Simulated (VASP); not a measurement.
# CoB2Ir2 (Fddd) in VASP: a series of runs

The runs below take CoB2Ir2 through single point, with PBE.

Program: VASP 6.6.1. These are calculated values, not measurements. Logs are shortened: lines on timing, memory, paths and dates and some standing lists are left out, and cuts for length are marked.

## 1. The crystal as given

The structure is orthorhombic, space group Fddd (No. 70). The conventional cell has a = 5.450 Å, b = 8.493 Å, c = 9.639 Å, α = 90.00°, β = 90.00°, γ = 90.00°. Around Ir (site symmetry 2) lie 4 B at 1.89 to 1.96 Å. Around B (site symmetry 2) lie 4 Ir at 1.89 to 1.96 Å. Co (site symmetry 222) is surrounded by 10 B at 2.73 to 3.12 Å and 8 Ir at 2.78 to 3.00 Å.

The cell was built by a generator and needn't be a form met in nature.

## 2. Single point, PBE

The input, INCAR:

```
ALGO = Normal
EDIFF = 1E-6
ENCUT = 520
GGA = PE
ISIF = 2
ISMEAR = -1
LASPH = T
LCHARG = T
LELF = T
LREAL = F
LVHAR = T
LWAVE = F
NBANDS = 44
NELM = 100
PREC = Accurate
SIGMA = 0.1
```

The input, KPOINTS:

```
k-points
0
Gamma
  4 4 4
```

The input, POSCAR:

```
CoB2Ir2
1.0
    0.0000000000      4.2462720000      2.7250570000
    0.0000000000     -4.2462720000      2.7250570000
    4.8194440000      0.0000000000     -2.7250570000
Ir B Co
4 4 2
Direct
    0.7456600000      0.4956600000      0.9913200000
    0.0043400000      0.7543400000      0.5086800000
    0.2543400000      0.5043400000      0.0086800000
    0.9956600000      0.2456600000      0.4913200000
    0.6970000000      0.8030000000      0.2500000000
    0.0530000000      0.4470000000      0.2500000000
    0.3030000000      0.1970000000      0.7500000000
    0.9470000000      0.5530000000      0.7500000000
    0.3750000000      0.1250000000      0.2500000000
    0.6250000000      0.8750000000      0.7500000000
```

Potentials or basis: VASP PAW PBE potentials, release 64 (Ir, B, Co).

Started as:

```bash
cat potpaw_PBE.64/Ir/POTCAR potpaw_PBE.64/B/POTCAR potpaw_PBE.64/Co/POTCAR > POTCAR
mpirun -np 1 vasp_std > vasp.out
```

OUTCAR:

```text
EDIFF = 1E-6
   ENCUT = 520
   GGA = PE
   ISIF = 2
   ISMEAR = -1
   LASPH = T
   LREAL = F
   NELM = 100
   PREC = Accurate

 ion  position               nearest neighbor table
   1  0.746  0.496  0.991-   7 1.89   8 1.89   5 1.96   6 1.96   2 2.49   3 2.52   3 2.52  10 2.78
                            10 2.78   9 3.00   9 3.00
   2  0.004  0.754  0.509-   7 1.89   8 1.89   5 1.96   6 1.96   1 2.49   4 2.52   4 2.52  10 2.78
                            10 2.78   9 3.00   9 3.00
   3  0.254  0.504  0.009-   5 1.89   6 1.89   7 1.96   8 1.96   4 2.49   1 2.52   1 2.52   9 2.78
                             9 2.78  10 3.00  10 3.00
   4  0.996  0.246  0.491-   5 1.89   6 1.89   7 1.96   8 1.96   3 2.49   2 2.52   2 2.52   9 2.78
                             9 2.78  10 3.00  10 3.00
   5  0.697  0.803  0.250-   3 1.89   4 1.89   1 1.96   2 1.96
   6  0.053  0.447  0.250-   3 1.89   4 1.89   1 1.96   2 1.96
   7  0.303  0.197  0.750-   1 1.89   2 1.89   3 1.96   4 1.96
   8  0.947  0.553  0.750-   1 1.89   2 1.89   3 1.96   4 1.96
   9  0.375  0.125  0.250-   4 2.78   3 2.78   4 2.78   3 2.78   2 3.00   1 3.00   1 3.00   2 3.00

  10  0.625  0.875  0.750-   1 2.78   1 2.78   2 2.78   2 2.78   3 3.00   4 3.00   3 3.00   4 3.00

  LATTYP: Found a face centered orthorhombic cell.
 ALAT       =     5.4501140000
 B/A-ratio  =     1.5582323599
 C/A-ratio  =     1.7685663089

  Lattice vectors:

 A1 = (   4.8194440000,  -4.2462720000,   0.0000000000)
 A2 = (   4.8194440000,   0.0000000000,   2.7250570000)
 A3 = (   0.0000000000,  -4.2462720000,   2.7250570000)

Analysis of symmetry for initial positions (statically):
=====================================================================
 Subroutine PRICEL returns:
 Original cell was already a primitive cell.

 Routine SETGRP: Setting up the symmetry group for a
 face centered orthorhombic supercell.

 Subroutine GETGRP returns: Found  8 space group operations
 (whereof  2 operations were pure point group operations)
 out of a pool of  8 trial point group operations.

The static configuration has the point symmetry S_2 .
 The point group associated with its full space group is D_2h.

Analysis of symmetry for dynamics (positions and initial velocities):
=====================================================================
 Subroutine PRICEL returns:
 Original cell was already a primitive cell.

[... 124 lines left out ...]
   ISYM   =      2    0-nonsym 1-usesym 2-fastsym
   POTIM  = 0.5000    time-step for ionic-motion
   TEBEG  =    0.0;   TEEND  =   0.0 temperature during run
   PSTRESS=    0.0 pullay stress
   NELECT =      66.0000    total number of electrons
   NUPDOWN=      -1.0000    fix difference up-down
   EMIN   =  10.00;   EMAX   =-10.00  energy-range for DOS
   EFERMI =   0.00;   METHOD = LEGACY
   ISMEAR =    -1;   SIGMA  =   0.10  broadening in eV -4-tet -1-fermi 0-gaus
   EFERMI_NEDOS =   21; number of points for ismear=-14 and -15
   IALGO  =     38    algorithm
   IMIX   =      4    mixing-type and parameters
     AMIX     =   0.40;   BMIX     =  1.00
     AMIX_MAG =   1.60;   BMIX_MAG =  1.00
  volume/ion in A,a.u.               =      11.15        75.27
  Fermi-wavevector in a.u.,A,eV,Ry     =   1.374420  2.597277 25.701806  1.889029
  Thomas-Fermi vector in A             =   2.499848
   LORBIT       =      0    0 simple, 1 ext, 2 COOP (PROOUT), +10 PAW based schemes
   GGA     = PE    functional components
   LHFCALC =     F    Hartree Fock is set to
   AEXX    =    0.0000 exact exchange contribution
   IVDW    =     0    specifies the selected vdW correction
   LEPSILON=     F    determine dielectric tensor
   LRPA    =     F    only Hartree local field effects (RPA)
 non-spin polarized calculation
  energy-cutoff  :      520.00
  volume of cell :      111.53
 maximum number of plane-waves:      3019
 NGX is ok and might be reduce to    40
   NGX = 19   NGY = 19   NGZ = 21

 number of electron      66.0000005 magnetization

 Free energy of the ion-electron system (eV)
  ---------------------------------------------------
  ext. energy  EPLUGINS =         0.00000000
  ---------------------------------------------------
  free energy    TOTEN  =       -68.66466826 eV

  energy without entropy =      -68.27826841  energy(sigma->0) =      -68.47146834

 E-fermi :   8.6288     XC(G=0): -12.7793

 val. band max:        8.6280845243   @ k =  -0.2500   0.2500   0.5000
 cond. band min:       8.6442888681   @ k =  -0.2500   0.2500   0.2500
 fundamental gap:      0.0162043438
 Fermi energy:         8.6287896045

 k-point     1 :       0.0000    0.0000    0.0000
  band No.  band energies     occupation
      1      -4.0404      2.00000
      2      -1.6806      2.00000
      3      -1.0665      2.00000
      4      -0.0953      2.00000
      5       0.5744      2.00000
      6       0.9896      2.00000
[... 835 lines left out ...]
     43      14.8234      0.00000
     44      14.8234      0.00000

------------------------ aborting loop because EDIFF is reached ----------------------------------------

  FORCE on cell =-STRESS in cart. coord.  units (eV):
  Direction    XX          YY          ZZ          XY          YZ          ZX
  --------------------------------------------------------------------------------------
  -------------------------------------------------------------------------------------
  Total       52.9598879     46.6138590     33.3454152      0.0000000      0.0000000      0.0000000
  in kB      760.7593605    669.5997860    479.0009518      0.0000000      0.0000000      0.0000000
  external PRESSURE =     636.4533661 kB  Pullay stress =       0.0000000 kB

 VOLUME and BASIS-vectors are now :
 -----------------------------------------------------------------------------
  energy-cutoff  :      520.00
  volume of cell :      111.53
      direct lattice vectors                 reciprocal lattice vectors
     0.000000000  4.246272000  2.725057000     0.103746407  0.117750347  0.183482401
     0.000000000 -4.246272000  2.725057000     0.103746407 -0.117750347  0.183482401
     4.819444000  0.000000000 -2.725057000     0.207492815  0.000000000  0.000000000

 POSITION                                       TOTAL-FORCE (eV/Angst)
 -----------------------------------------------------------------------------------
      4.77761      1.06157      0.68126        -2.482545      0.000000     -0.000000
      2.45155     -3.18470      0.68126         2.482545      0.000000      0.000000
      0.04183     -1.06157      2.04379         2.482545      0.000000      0.000000
      2.36789      3.18470      2.04379        -2.482545      0.000000     -0.000000
      1.20486     -0.45010      3.40632        -0.000000     -2.737884      0.000000
      1.20486     -1.67303      0.68126        -0.000000      2.737884      0.000000
      3.61458      0.45010     -0.68126        -0.000000      2.737884      0.000000
      3.61458      1.67303      2.04379        -0.000000     -2.737884      0.000000
      1.20486      1.06157      0.68126        -0.000000      0.000000      0.000000
      3.61458     -1.06157      2.04379        -0.000000      0.000000      0.000000
 -----------------------------------------------------------------------------------
    total drift:                               -0.000000     -0.000000      0.000000

  FREE ENERGIE OF THE ION-ELECTRON SYSTEM (eV)
  ---------------------------------------------------
  free  energy   TOTEN  =       -68.6646682627 eV

  energy  without entropy=      -68.2782684118  energy(sigma->0) =      -68.47146834
```

OSZICAR:

```text
N       E                     dE             d eps       ncg     rms          rms(c)
[... 11 lines left out ...]
DAV:  12    -0.686772517407E+02    0.22534E-01   -0.26092E-02  2340   0.132E+00    0.162E+00
DAV:  13    -0.686698973344E+02    0.73544E-02   -0.33721E-03  2240   0.529E-01    0.986E-01
DAV:  14    -0.686655416421E+02    0.43557E-02   -0.27690E-03  2496   0.551E-01    0.429E-01
DAV:  15    -0.686647112382E+02    0.83040E-03   -0.12865E-03  2440   0.338E-01    0.119E-01
DAV:  16    -0.686647063602E+02    0.48779E-05   -0.13701E-04  1708   0.845E-02    0.979E-02
DAV:  17    -0.686646875260E+02    0.18834E-04   -0.65262E-06  1700   0.231E-02    0.679E-02
DAV:  18    -0.686646680431E+02    0.19483E-04   -0.26657E-05  2136   0.596E-02    0.124E-02
DAV:  19    -0.686646682627E+02   -0.21962E-06   -0.47215E-06  1468   0.129E-02
   1 F= -.68664668E+02 E0= -.68471468E+02  d E =-.386400E+00
```

stdout:

```text
POSCAR found type information on POSCAR IrB Co
 POSCAR found :  3 types and      10 ions
 scaLAPACK will be used
 LDA part: xc-table for (Slater+PW92), standard interpolation
 POSCAR, INCAR and KPOINTS ok, starting setup
 FFT: planning ... GRIDC
 FFT: planning ... GRID_SOFT
 FFT: planning ... GRID
 WAVECAR not read
 entering main loop
```

Run time: 1.9 min. Hardware: 1 thread of Intel Xeon Platinum 8375C at 2.90GHz (Ice Lake), shared host; peak memory 0.29 GiB.

Results:

```
Free energy            : -68.6647 eV
Pressure               : 63.6 GPa
Largest force          : 2.738 eV/Å
Band gap on the k mesh : none (metal or under the smearing width)
```

Forces in eV/Å, atoms in the order of the input:
```
Ir  -2.483  0.000  0.000
Ir   2.483  0.000  0.000
Ir   2.483  0.000  0.000
Ir  -2.483  0.000  0.000
B    0.000 -2.738  0.000
B    0.000  2.738  0.000
B    0.000  2.738  0.000
B    0.000 -2.738  0.000
Co   0.000  0.000  0.000
Co   0.000  0.000  0.000
```

Levels at points of the mesh, in eV from the Fermi level:
```tsv
k point	band 29	band 30	band 31	band 32	band 33	band 34	band 35	band 36	band 37	band 38
(0.00, 0.00, 0.00)	-1.02	-0.88	-0.58	0.04	0.06	0.21	0.69	0.76	2.36	2.97
(0.50, 0.00, 0.00)	-0.45	-0.37	-0.28	-0.20	-0.09	-0.02	0.32	0.37	2.20	2.94
(0.50, 0.50, 0.00)	-0.37	-0.37	-0.37	-0.37	-0.04	-0.04	0.92	0.92	1.90	1.90
(0.00, 0.00, 0.50)	-0.98	-0.98	-0.45	-0.45	0.21	0.21	1.29	1.29	1.81	1.81
(0.50, 0.50, 0.50)	-0.51	-0.51	-0.43	-0.43	-0.27	-0.27	0.16	0.16	3.79	3.79
```

Caveat: the k mesh is coarse (spacing up to 0.38 Å⁻¹), so the values aren't converged; a pressure of tens of GPa on the cell as given is suspect, and the run, the potentials or the cell itself is likely at fault; forces of over 1 eV/Å show positions far from the minimum, so gaps and moduli don't describe the material at rest. Spin polarisation is off, so any magnetic state and its effect on volume and gap are missing.

## 3. Single point, PBE

The input, INCAR:

```
PREC = Accurate
ENCUT = 520
EDIFF = 1E-7
ISMEAR = -1
SIGMA = 0.1
LREAL = F
LASPH = T
NELM = 80
ALGO = Fast
ISIF = 2
LWAVE = F
LCHARG = F
GGA = PE
NBANDS = 44
NELECT = 65.0
```

The input, KPOINTS:

```
Automatic mesh
0
Gamma
  4 4 4
```

POSCAR is that of step 2.

Potentials or basis: VASP PAW PBE potentials, release 64 (Ir, B, Co).

Started as:

```bash
cat potpaw_PBE.64/Ir/POTCAR potpaw_PBE.64/B/POTCAR potpaw_PBE.64/Co/POTCAR > POTCAR
mpirun -np 1 vasp_std > vasp.out
```

Wall time 2.1 min (1 thread of Intel Xeon Platinum 8375C at 2.90GHz (Ice Lake), shared host); peak memory 0.28 GiB.

It converged, with:

```yaml
Free_energy: -77.1376 eV
Largest_force: 2.724 eV/Å
Band_gap_on_the_k_mesh: none (metal or under the smearing width)
```

Forces on the atoms (eV/Å):
```
Ir  -2.497  0.000  0.000
Ir   2.497  0.000  0.000
Ir   2.497  0.000  0.000
Ir  -2.497  0.000  0.000
B    0.000 -2.724  0.000
B    0.000  2.724  0.000
B    0.000  2.724  0.000
B    0.000 -2.724  0.000
Co   0.000  0.000  0.000
Co   0.000  0.000  0.000
```

Levels at points of the mesh, in eV from the Fermi level:
```csv
k point,band 28,band 29,band 30,band 31,band 32,band 33,band 34,band 35,band 36,band 37
"(0.00, 0.00, 0.00)",-1.12,-0.93,-0.66,-0.55,0.10,0.14,0.27,0.86,0.96,2.59
"(0.50, 0.00, 0.00)",-0.49,-0.40,-0.31,-0.20,-0.12,-0.01,0.04,0.43,0.68,2.47
"(0.50, 0.50, 0.00)",-0.76,-0.33,-0.33,-0.28,-0.28,0.03,0.03,1.14,1.14,2.15
"(0.00, 0.00, 0.50)",-1.11,-0.87,-0.87,-0.40,-0.40,0.32,0.32,1.51,1.51,2.04
"(0.50, 0.50, 0.50)",-0.49,-0.42,-0.42,-0.37,-0.37,-0.20,-0.20,0.22,0.22,4.12
```

Caveat: the k mesh is coarse (spacing up to 0.38 Å⁻¹), so the values aren't converged; the cell carries a net charge on a neutralising background, which shifts energy and pressure; the cell is charged against a uniform background, so pressure and absolute levels hang on convention; a pressure of tens of GPa on the cell as given is suspect, and the run, the potentials or the cell itself is likely at fault; forces of over 1 eV/Å show positions far from the minimum, so gaps and moduli don't describe the material at rest. Spin-orbit coupling is left out, which matters for the levels of Ir.

[end of part 1 of 2]
